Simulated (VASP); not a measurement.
Consider the following.

```
Tl
1.0
    5.55713     0.00000     0.00000
    0.00000     3.54268     0.00000
    0.00000     0.00000    27.63067
Tl
8
Direct
  0.25000   0.50000   0.35261
  0.75000   0.00000   0.31907
  0.25000   0.00000   0.46259
  0.75000   0.50000   0.42790
  0.25000   0.50000   0.57210
  0.75000   0.00000   0.53741
  0.25000   0.00000   0.68093
  0.75000   0.50000   0.64739
```

Computed with r2SCAN meta-GGA, VASP's PBE PAW potentials (set 64) (plane waves; VASP 6.6.1). Numerical set-up: PREC = Normal, 400 eV cut-off, 5×8×1 Γ-centred mesh, first-order Methfessel-Paxton smearing of 0.10 eV, potentials Tl_d.

Unless said otherwise, spin-orbit coupling is left out, though it shifts the bands of the heavy elements here.

Q: Estimate the energy per atom (σ→0), band gap (on the k-mesh) with the smallest direct gap where there is one.

A: 
```
Quantity                                                    Result
------------------------  ----------------------------------------
band gap (on the k-mesh)  none (metal, semimetal or under 0.01 eV)
energy per atom (σ→0)                              -53.072 eV/atom
```

Total energies compare only between runs with the same potentials, cut-off and functional.

The cell is a thin slab with vacuum, built from Tl (hcp): (100) face.
